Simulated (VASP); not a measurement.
# AlP: quasiparticle gap under strain, part 3 of 4

Wanted: the deformation potential of the gap of AlP, from G0W0. The cell is of the zinc-blende type, one of the forms listed for this formula, which need not be the common one. The start is a cell from a database of measured crystal structures.

VASP 6.6.1, plane waves and PAW; the level of theory is named at each step.

So far, quasiparticle gap on the mesh (eV): step 4 (G0W0) 2.34. Also gap on the k-mesh (eV): step 3 (empty bands) 1.57; step 5 (ground state of a strained cell, scale 0.94) 1.44.

The database entry behind the starting cell differs from later determinations by our own check (0.1 to 0.3 % short, probably kX units), so it need not match the best structure at ambient conditions.

## (7) G0W0, scale 0.94

This step: G0W0 on PBE; plane waves and PAW (P_GW, Al_GW) (VASP 6.6.1).

G0W0 on the strained cell, with unchanged settings.

INCAR reads:

```
SYSTEM = AlP
PREC = Accurate
ENCUT = 300
ISMEAR = 0
SIGMA = 0.01
LREAL = .FALSE.
GGA = PE
NBANDS = 176
ALGO = EVGW0
NELMGW = 1
ENCUTGW = 150
NOMEGA = 48
PRECFOCK = Fast
NBANDSGW = 16
LWAVE = .FALSE.
LCHARG = .FALSE.
```

POSCAR reads:

```
AlP
1.0
    0.0000000000      2.6698619393      2.6698619393
    2.6698619393      0.0000000000      2.6698619393
    2.6698619393      2.6698619393      0.0000000000
P Al
1 1
Direct
    0.7500000000      0.7500000000      0.7500000000
    0.0000000000      0.0000000000      0.0000000000
```

KPOINTS reads:

```
Automatic mesh
0
Gamma
6 6 6
0 0 0
```

PAW data sets: P_GW and Al_GW (PBE family, release 64).

On the command line:

```console
$ mpirun -np 8 vasp_std
```

The log of the run:

```text
[banner, memory and clock lines left out]
running    8 mpi-ranks, on    1 nodes
[...]
[... a notice as in an earlier step ...]

 [... a notice as in an earlier step ...]

 LDA part: xc-table for (Slater+PW92), standard interpolation
 found WAVECAR, reading the header
 POSCAR, INCAR and KPOINTS ok, starting setup
[...]
reading WAVECAR
 the WAVECAR file was read successfully
 initial charge from wavefunction
 available memory per node:     27.20 GB, setting MAXMEM to     27856

 The Fermi energy was updated, please check that it is located mid-gap
 values below the HOMO (VB) or above the LUMO (CB) will cause erroneous energies
 E-fermi :   5.1715

 calculate exact exchange contribution
 the WAVEDER file was read successfully
energies w=
    0.000    0.000    0.614    0.000    1.226    0.000    1.833    0.000
    2.433    0.000    3.024    0.000    3.606    0.000    4.177    0.000
    4.737    0.000    5.288    0.000    5.828    0.000    6.360    0.000
[...]
total number of BLAS operations       2045.92 Gflops
NQ=  12   -0.3333    0.3333    0.0000,
|.........|.........|.........|.........|.........|.........|.........|.........
 performed      11266000 updates of chi_q(r,r)
 total number of BLAS operations       2277.10 Gflops
NQ=  13    0.5000    0.5000    0.0000,
|.........|.........|.........|.........|.........|.........|.........|.........
 performed      11822000 updates of chi_q(r,r)
 total number of BLAS operations       2377.23 Gflops
NQ=  14    0.5000    0.3333    0.1667,
|.........|.........|.........|.........|.........|.........|.........|.........
 performed      13245000 updates of chi_q(r,r)
 total number of BLAS operations       2654.40 Gflops
NQ=  15   -0.3333    0.3333    0.1667,
|.........|.........|.........|.........|.........|.........|.........|.........
 performed      14578000 updates of chi_q(r,r)
 total number of BLAS operations       2934.37 Gflops
NQ=  16   -0.3333    0.5000    0.1667,
|.........|.........|.........|.........|.........|.........|.........|.........
 performed      15658000 updates of chi_q(r,r)
 total number of BLAS operations       3161.13 Gflops
 resolving degeneracies of screened two electron integrals

 calculate QP shifts <psi_nk| G(iteration)W_0 |psi_nk>: iteration 1
 entering main loop
```

The job ended after 1.9 min (8 MPI ranks of Intel Xeon Platinum 8488C (Sapphire Rapids), shared host; peak memory 1.8 GiB; 14 min of CPU time).

OUTCAR, selected parts (step 7):

```text
 QP shifts <psi_nk| G(iteration)W_0 |psi_nk>: iteration 1
 for sc-GW calculations column KS-energies equals QP-energies in previous step
 and V_xc(KS)=  KS-energies - (<T + V_ion + V_H > + <T+V_H+V_ion>^1  + <V_x>^1)
 k-point   1 :       0.0000    0.0000    0.0000
  band No.  KS-energies  QP-energies   sigma(KS)   V_xc(KS)     V^pw_x(r,r')   Z            occupation Imag(sigma)
      1      -7.4540      -8.0798     -12.0924     -11.1624     -18.6349       0.6729       2.0000       1.3220
      2       4.4523       3.7346     -13.0558     -12.1161     -14.1520       0.7637       2.0000       0.0396
      3       4.4523       3.7346     -13.0558     -12.1161     -14.1520       0.7637       2.0000       0.0396
      4       4.4523       3.7346     -13.0558     -12.1161     -14.1520       0.7637       2.0000       0.0396
      5       8.3317       8.5943      -9.8900     -10.2306      -5.5486       0.7710       0.0000      -0.0893
      6       9.1020       9.4289      -9.4397      -9.8672      -5.0736       0.7646       0.0000      -0.0925
      7       9.1020       9.4289      -9.4397      -9.8672      -5.0736       0.7646       0.0000      -0.0925
      8       9.1020       9.4289      -9.4397      -9.8672      -5.0736       0.7646       0.0000      -0.0925
    ...

[... 2 parts as in an earlier step ...]

[... 1 further part left out ...]
[key lines of the parts left out:]
E-fermi :   5.1715
```

The gap is now 2.232 eV, -110 meV against the unstrained cell.

## (8) Ground state of a strained cell, scale 0.97

This step: PBE; plane waves and PAW (P_GW, Al_GW) (VASP 6.6.1).

The volume is scaled by 0.97, at the same cutoff, mesh and band count, and the chain is run again.

INCAR reads:

```
SYSTEM = AlP
PREC = Accurate
ENCUT = 300
EDIFF = 1E-08
NELM = 100
ISMEAR = 0
SIGMA = 0.01
LREAL = .FALSE.
ALGO = Normal
GGA = PE
NBANDS = 10
LORBIT = 11
LWAVE = .TRUE.
LCHARG = .FALSE.
KPAR = 8
```

POSCAR reads:

```
AlP
1.0
    0.0000000000      2.6979678146      2.6979678146
    2.6979678146      0.0000000000      2.6979678146
    2.6979678146      2.6979678146      0.0000000000
P Al
1 1
Direct
    0.7500000000      0.7500000000      0.7500000000
    0.0000000000      0.0000000000      0.0000000000
```

KPOINTS is that of step 7.

On the command line:

```console
$ mpirun -np 8 vasp_std
```

The log of the run:

```text
[... set-up lines as in an earlier step ...]
 entering main loop
       N       E                     dE             d eps       ncg     rms          rms(c)
DAV:   1     0.836481198818E+01    0.83648E+01   -0.30195E+03   320   0.489E+02
DAV:   2    -0.994252829313E+01   -0.18307E+02   -0.17632E+02   480   0.910E+01
DAV:   3    -0.106900911048E+02   -0.74756E+00   -0.74590E+00   412   0.170E+01
DAV:   4    -0.106999402780E+02   -0.98492E-02   -0.98475E-02   468   0.246E+00
[...]
DAV:  14    -0.103303510692E+02    0.43836E-07   -0.65967E-09   384   0.559E-04    0.849E-05
DAV:  15    -0.103303510555E+02    0.13658E-07   -0.12414E-09   226   0.191E-04    0.208E-05
DAV:  16    -0.103303510565E+02   -0.92882E-09   -0.16172E-10   194   0.102E-04
   1 F= -.10330351E+02 E0= -.10330351E+02  d E =-.292559E-28
 writing wavefunctions
```

Run time: 2.6 s. Hardware: 8 MPI ranks; peak memory 1.1 GiB; 15 s of CPU time.

OUTCAR, selected parts (step 8):

```text
  Total        1.3668942      1.3668942      1.3668942      0.0000000      0.0000000      0.0000000
  in kB       55.7577424     55.7577424     55.7577424      0.0000000      0.0000000      0.0000000
  external PRESSURE =      55.7577424 kB  Pullay stress =       0.0000000 kB

 POSITION                                       TOTAL-FORCE (eV/Angst)
 -----------------------------------------------------------------------------------
      4.04695      4.04695      4.04695        -0.000000      0.000000     -0.000000
      0.00000      0.00000      0.00000         0.000000     -0.000000      0.000000
 -----------------------------------------------------------------------------------
    total drift:                                0.000001      0.000001      0.000001

  FREE ENERGIE OF THE ION-ELECTRON SYSTEM (eV)
  ---------------------------------------------------
  free  energy   TOTEN  =       -10.3303510565 eV

  energy  without entropy=      -10.3303510565  energy(sigma->0) =      -10.33035106

[... 1 part as in an earlier step ...]

[... 2 further parts left out ...]
[key lines of the parts left out:]
E-fermi :   4.2490
```

The run ends at a pressure of 5.58 GPa.

## (9) Empty bands, scale 0.97

The empty bands are made again, for the run that follows.

INCAR reads:

```
SYSTEM = AlP
PREC = Accurate
ENCUT = 300
ISMEAR = 0
SIGMA = 0.01
LREAL = .FALSE.
GGA = PE
NBANDS = 176
ALGO = Exact
NELM = 1
LWAVE = .TRUE.
LCHARG = .FALSE.
LOPTICS = .TRUE.
NEDOS = 1000
CSHIFT = 0.1
```

POSCAR is that of step 8.

KPOINTS is that of step 8.

On the command line:

```console
$ mpirun -np 8 vasp_std
```

The log of the run:

```text
[... set-up lines as in an earlier step ...]
 entering main loop
       N       E                     dE             d eps       ncg     rms          rms(c)
DIA:   1    -0.103303510563E+02   -0.10330E+02    0.00000E+00     0   0.000E+00
   1 F= -.10330351E+02 E0= -.10330351E+02  d E =-.622724E-87
 writing wavefunctions
 optical routines
 imaginary and real dielectric function
 recalculating local potential from charge density
 direction            1
 direction            2
 direction            3
```

Wall time 3.2 s (8 MPI ranks); peak memory 0.94 GiB; 21 s of CPU time.

From OUTCAR (step 9):

```text
  Total        1.3669056      1.3669056      1.3669056      0.0000000      0.0000000     -0.0000000
  in kB       55.7582081     55.7582081     55.7582081      0.0000000      0.0000000     -0.0000000
  external PRESSURE =      55.7582081 kB  Pullay stress =       0.0000000 kB

 POSITION                                       TOTAL-FORCE (eV/Angst)
 -----------------------------------------------------------------------------------
      4.04695      4.04695      4.04695         0.000000      0.000000      0.000000
      0.00000      0.00000      0.00000        -0.000000     -0.000000     -0.000000
 -----------------------------------------------------------------------------------
    total drift:                                0.000001      0.000001      0.000001

  FREE ENERGIE OF THE ION-ELECTRON SYSTEM (eV)
  ---------------------------------------------------
  free  energy   TOTEN  =       -10.3303510563 eV

  energy  without entropy=      -10.3303510563  energy(sigma->0) =      -10.33035106

[... 2 parts as in an earlier step ...]

[... 1 further part left out ...]
[key lines of the parts left out:]
E-fermi :   4.3123
```

## (10) G0W0, scale 0.97

This step: G0W0 on PBE; plane waves and PAW (P_GW, Al_GW) (VASP 6.6.1).

INCAR reads:

```
SYSTEM = AlP
PREC = Accurate
ENCUT = 300
ISMEAR = 0
SIGMA = 0.01
LREAL = .FALSE.
GGA = PE
NBANDS = 176
ALGO = EVGW0
NELMGW = 1
ENCUTGW = 150
NOMEGA = 48
PRECFOCK = Fast
NBANDSGW = 16
LWAVE = .FALSE.
LCHARG = .FALSE.
```

POSCAR is that of step 9.

KPOINTS is that of step 9.

On the command line:

```console
$ mpirun -np 8 vasp_std
```

The log of the run:

```text
[banner, memory and clock lines left out]
running    8 mpi-ranks, on    1 nodes
[...]
[... a notice as in an earlier step ...]

 [... a notice as in an earlier step ...]

 LDA part: xc-table for (Slater+PW92), standard interpolation
 found WAVECAR, reading the header
 POSCAR, INCAR and KPOINTS ok, starting setup
[...]
reading WAVECAR
 the WAVECAR file was read successfully
 initial charge from wavefunction
 available memory per node:     27.97 GB, setting MAXMEM to     28638

 The Fermi energy was updated, please check that it is located mid-gap
 values below the HOMO (VB) or above the LUMO (CB) will cause erroneous energies
 E-fermi :   4.9270

 calculate exact exchange contribution
 the WAVEDER file was read successfully
energies w=
    0.000    0.000    0.622    0.000    1.241    0.000    1.855    0.000
    2.462    0.000    3.061    0.000    3.650    0.000    4.228    0.000
    4.795    0.000    5.352    0.000    5.899    0.000    6.438    0.000
[...]
total number of BLAS operations       2188.74 Gflops
NQ=  12   -0.3333    0.3333    0.0000,
|.........|.........|.........|.........|.........|.........|.........|.........
 performed      11266000 updates of chi_q(r,r)
 total number of BLAS operations       2443.03 Gflops
NQ=  13    0.5000    0.5000    0.0000,
|.........|.........|.........|.........|.........|.........|.........|.........
 performed      11822000 updates of chi_q(r,r)
 total number of BLAS operations       2577.77 Gflops
NQ=  14    0.5000    0.3333    0.1667,
|.........|.........|.........|.........|.........|.........|.........|.........
 performed      13245000 updates of chi_q(r,r)
 total number of BLAS operations       2880.36 Gflops
NQ=  15   -0.3333    0.3333    0.1667,
|.........|.........|.........|.........|.........|.........|.........|.........
 performed      14578000 updates of chi_q(r,r)
 total number of BLAS operations       3181.46 Gflops
NQ=  16   -0.3333    0.5000    0.1667,
|.........|.........|.........|.........|.........|.........|.........|.........
 performed      15658000 updates of chi_q(r,r)
 total number of BLAS operations       3408.22 Gflops
 resolving degeneracies of screened two electron integrals

 calculate QP shifts <psi_nk| G(iteration)W_0 |psi_nk>: iteration 1
 entering main loop
```

Elapsed: 93 s, on 8 MPI ranks; peak memory 1.9 GiB; 12 min of CPU time.

Parts of OUTCAR (step 10):

```text
 QP shifts <psi_nk| G(iteration)W_0 |psi_nk>: iteration 1
 for sc-GW calculations column KS-energies equals QP-energies in previous step
 and V_xc(KS)=  KS-energies - (<T + V_ion + V_H > + <T+V_H+V_ion>^1  + <V_x>^1)
 k-point   1 :       0.0000    0.0000    0.0000
  band No.  KS-energies  QP-energies   sigma(KS)   V_xc(KS)     V^pw_x(r,r')   Z            occupation Imag(sigma)
      1      -7.5420      -8.1602     -12.0425     -11.1212     -18.5332       0.6710       2.0000       1.2943
      2       4.1740       3.4640     -12.9761     -12.0422     -14.0646       0.7602       2.0000       0.0465
      3       4.1740       3.4640     -12.9761     -12.0422     -14.0646       0.7602       2.0000       0.0465
      4       4.1740       3.4640     -12.9761     -12.0422     -14.0646       0.7602       2.0000       0.0465
      5       7.7790       8.0416      -9.8499     -10.1906      -5.5997       0.7710       0.0000      -0.0863
      6       8.7812       9.1019      -9.3475      -9.7678      -5.0007       0.7630       0.0000      -0.0934
      7       8.7812       9.1019      -9.3475      -9.7678      -5.0007       0.7630       0.0000      -0.0934
      8       8.7812       9.1019      -9.3475      -9.7678      -5.0007       0.7630       0.0000      -0.0934
    ...

[... 2 parts as in an earlier step ...]

[... 1 further part left out ...]
[key lines of the parts left out:]
E-fermi :   4.9270
```

The gap is now 2.289 eV, -53 meV against the unstrained cell.

## (11) Ground state of a strained cell, scale 1.03

This step: PBE; plane waves and PAW (P_GW, Al_GW) (VASP 6.6.1).

The volume is scaled by 1.03, at the same cutoff, mesh and band count, and the chain is run again.

INCAR reads:

```
SYSTEM = AlP
PREC = Accurate
ENCUT = 300
EDIFF = 1E-08
NELM = 100
ISMEAR = 0
SIGMA = 0.01
LREAL = .FALSE.
ALGO = Normal
GGA = PE
NBANDS = 10
LORBIT = 11
LWAVE = .TRUE.
LCHARG = .FALSE.
KPAR = 8
```

POSCAR reads:

```
AlP
1.0
    0.0000000000      2.7524869036      2.7524869036
    2.7524869036      0.0000000000      2.7524869036
    2.7524869036      2.7524869036      0.0000000000
P Al
1 1
Direct
    0.7500000000      0.7500000000      0.7500000000
    0.0000000000      0.0000000000      0.0000000000
```

KPOINTS is that of step 10.

On the command line:

```console
$ mpirun -np 8 vasp_std
```

The log of the run:

```text
[... set-up lines as in an earlier step ...]
 entering main loop
       N       E                     dE             d eps       ncg     rms          rms(c)
DAV:   1     0.100082817139E+02    0.10008E+02   -0.30969E+03   320   0.500E+02
DAV:   2    -0.984841856549E+01   -0.19857E+02   -0.18377E+02   470   0.918E+01
DAV:   3    -0.107036350321E+02   -0.85522E+00   -0.85331E+00   420   0.191E+01
DAV:   4    -0.107180201134E+02   -0.14385E-01   -0.14381E-01   450   0.265E+00
[...]
DAV:  14    -0.103715670011E+02    0.49538E-07   -0.78467E-09   374   0.583E-04    0.103E-04
DAV:  15    -0.103715669840E+02    0.17078E-07   -0.19729E-09   216   0.229E-04    0.230E-05
DAV:  16    -0.103715669863E+02   -0.22845E-08   -0.25116E-10   220   0.121E-04
   1 F= -.10371567E+02 E0= -.10371567E+02  d E =-.138573E-14
 writing wavefunctions
```

Run time: 2.6 s. Hardware: 8 MPI ranks; peak memory 1.1 GiB; 16 s of CPU time.

Parts of OUTCAR (step 11):

```text
  Total       -0.0186016     -0.0186016     -0.0186016     -0.0000000      0.0000000      0.0000000
  in kB       -0.7145864     -0.7145864     -0.7145864     -0.0000000      0.0000000      0.0000000
  external PRESSURE =      -0.7145864 kB  Pullay stress =       0.0000000 kB

 POSITION                                       TOTAL-FORCE (eV/Angst)
 -----------------------------------------------------------------------------------
      4.12873      4.12873      4.12873        -0.000000     -0.000000     -0.000000
      0.00000      0.00000      0.00000         0.000000      0.000000      0.000000
 -----------------------------------------------------------------------------------
    total drift:                                0.000002      0.000002      0.000002

  FREE ENERGIE OF THE ION-ELECTRON SYSTEM (eV)
  ---------------------------------------------------
  free  energy   TOTEN  =       -10.3715669863 eV

  energy  without entropy=      -10.3715669863  energy(sigma->0) =      -10.37156699

[... 1 part as in an earlier step ...]

[... 2 further parts left out ...]
[key lines of the parts left out:]
E-fermi :   3.7131
```

The run ends at a pressure of -0.07 GPa.

## (12) Empty bands, scale 1.03

The empty bands are made again, for the run that follows.

INCAR reads:

```
SYSTEM = AlP
PREC = Accurate
ENCUT = 300
ISMEAR = 0
SIGMA = 0.01
LREAL = .FALSE.
GGA = PE
NBANDS = 176
ALGO = Exact
NELM = 1
LWAVE = .TRUE.
LCHARG = .FALSE.
LOPTICS = .TRUE.
NEDOS = 1000
CSHIFT = 0.1
```

POSCAR is that of step 11.

KPOINTS is that of step 11.

On the command line:

```console
$ mpirun -np 8 vasp_std
```

The log of the run:

```text
[... set-up lines as in an earlier step ...]
 entering main loop
       N       E                     dE             d eps       ncg     rms          rms(c)
DIA:   1    -0.103715669852E+02   -0.10372E+02    0.00000E+00     0   0.000E+00
   1 F= -.10371567E+02 E0= -.10371567E+02  d E =-.558514E-15
 writing wavefunctions
 optical routines
 imaginary and real dielectric function
 recalculating local potential from charge density
 direction            1
 direction            2
 direction            3
```

Run time: 3.6 s. Hardware: 8 MPI ranks; peak memory 0.98 GiB; 23 s of CPU time.

From OUTCAR (step 12):

```text
  Total       -0.0185848     -0.0185848     -0.0185848      0.0000000      0.0000000      0.0000000
  in kB       -0.7139416     -0.7139416     -0.7139416      0.0000000      0.0000000      0.0000000
  external PRESSURE =      -0.7139416 kB  Pullay stress =       0.0000000 kB

 POSITION                                       TOTAL-FORCE (eV/Angst)
 -----------------------------------------------------------------------------------
      4.12873      4.12873      4.12873         0.000000      0.000000      0.000000
      0.00000      0.00000      0.00000        -0.000000     -0.000000     -0.000000
 -----------------------------------------------------------------------------------
    total drift:                                0.000002      0.000002      0.000002

  FREE ENERGIE OF THE ION-ELECTRON SYSTEM (eV)
  ---------------------------------------------------
  free  energy   TOTEN  =       -10.3715669852 eV

  energy  without entropy=      -10.3715669852  energy(sigma->0) =      -10.37156699

[... 2 parts as in an earlier step ...]

[... 1 further part left out ...]
[key lines of the parts left out:]
E-fermi :   3.7140
```

(Continued in part 4 of 4.)

[Lines on the potential files, build, host, timing and source positions are cut from VASP's logs without a mark.]

[Logs are printed without paths, hosts, clocks, repeated set-up lines and the standing remarks that a program may print on its own settings, such as how far it seeks lower states.]

[Hosts, paths, dates, database ids (printed as entryN), source tags and the programs' standing remarks are cut or masked in the printed files.]

[Pressures printed for these runs are not shown converged in the cutoff: they can be off by several GPa and have the wrong sign.]

[In band tables of VASP the shares of atoms and orbitals are scaled to a sum of 1 inside the atoms' spheres.]
